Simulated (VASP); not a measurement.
```
Eu
1.0
   -2.29000     2.29000     2.29000
    2.29000    -2.29000     2.29000
    2.29000     2.29000    -2.29000
Eu
1
Direct
  0.00000   0.00000   0.00000
```

Calculation: rev-vdW-DF2, VASP's PBE PAW potentials (set 64) (plane waves; VASP). Numerical set-up: 520 eV cut-off, 10×10×10 Γ-centred mesh, first-order Methfessel-Paxton smearing of 0.10 eV, potentials Eu_2.

The 4f electrons are frozen in the core of the lanthanide potential, so 4f levels, which can set the real gap, and their magnetism are missing. Energy and stress use the plane-wave basis of the starting cell.

Question: The ions, cell shape and volume are relaxed. Give the cell that the relaxation ends in.

Answer: 
```
Eu
1.0
   -2.17071     2.17071     2.17071
    2.17071    -2.17071     2.17071
    2.17071     2.17071    -2.17071
Eu
1
Direct
  0.00000   0.00000   0.00000
```
Space group Im-3m (229), at a tolerance of 0.03 Å.

Question: How do energy and volume change from the first to the last step?

Answer: The energy (σ→0) changes by -43.3 meV/atom and the volume by -14.8 %, in 4 ionic steps.

The compound is Eu in the bcc structure. This run relaxes it. Symmetry was kept, so distortions that lower it aren't found.
